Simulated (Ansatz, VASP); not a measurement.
**Two plane-wave programs on Al3B2P**

```
CELL_PARAMETERS angstrom
3.16394 -3.58300 0.00000
3.16394 3.58300 0.00000
0.00000 0.00000 4.16709
ATOMIC_POSITIONS crystal
Al 0.84622 0.15378 0.50000
Al 0.15378 0.84622 0.50000
Al 0.50000 0.50000 0.50000
B 0.00000 0.50000 0.50000
B 0.50000 0.00000 0.50000
P 0.00000 0.00000 0.00000
```

Alike in both runs: task relaxation of cell and atoms; functional PBE; k mesh 4 × 4 × 4; occupations gaussian, width 0.1 eV; no spin polarisation.

|  | VASP | Ansatz |
| --- | --- | --- |
| version | VASP 6.6.1 | Ansatz 0.2.0 |
| potentials or method | VASP PAW PBE potentials, release 64 (Al, B, P) | scalar-relativistic, plane waves, PAW |
| plane-wave cutoff (eV) | 600 | 420 |
| valence electrons in the cell | 20 | 20 |

Ansatz gave:

| Item | Value |
| --- | --- |
| gap on the k mesh at the Fermi level, each at its own relaxed structure (eV) | none |
| relaxed volume (Å³/atom) | 20.45 |
| relaxed cell length with the largest relative difference (Å) | 5.749 |
| energy change over the relaxation (meV/atom) | -774 |

Problem. Estimate VASP's values.

Solution. gap on the k mesh at the Fermi level, each at its own relaxed structure (eV): none; relaxed volume (Å³/atom): 20.47; relaxed cell length with the largest relative difference (Å): 5.752; energy change over the relaxation (meV/atom): -775.

A gap of «none» marks a metal or a gap that the smearing closes.

Caveats: the k mesh is coarse (spacing up to 0.38 Å⁻¹), so the values aren't converged; the volume moved by over 15 % at a fixed basis, so the end points are rough (VASP).
